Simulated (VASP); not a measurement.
Data:

```yaml
crystal:
  lattice:
    - [1.68662, -2.92132, 0.00000]
    - [1.68662, 2.92132, 0.00000]
    - [0.00000, 0.00000, 5.68000]
  atoms:
    - { symbol: Ti, position: [0.00000, 0.00000, 0.00000] }
    - { symbol: S, position: [0.33333, 0.66667, 0.25123] }
    - { symbol: S, position: [0.66667, 0.33333, 0.74877] }
```

Calculation: PBE GGA with D4 dispersion, VASP's PBE PAW potentials (set 64) (plane waves; VASP 6.6.1). Settings: 520 eV cut-off, 12×12×6 Γ-centred mesh, tetrahedra with Blöchl corrections, potentials Ti_sv S.

The cores are frozen, which limits the accuracy of field gradients.

Give the principal components of the electric field gradient (V/Å²) and the asymmetry η at each nucleus.

| atom | Vxx | Vyy | Vzz | η |
|---|---|---|---|---|
| Ti1 | 10.5 | 10.5 | -21.0 | 0.00 |
| S2 | 5.1 | 5.1 | -10.2 | 0.00 |
| S3 | 5.1 | 5.1 | -10.2 | 0.00 |

The compound is TiS2 in the 1T layered structure. It was relaxed first.
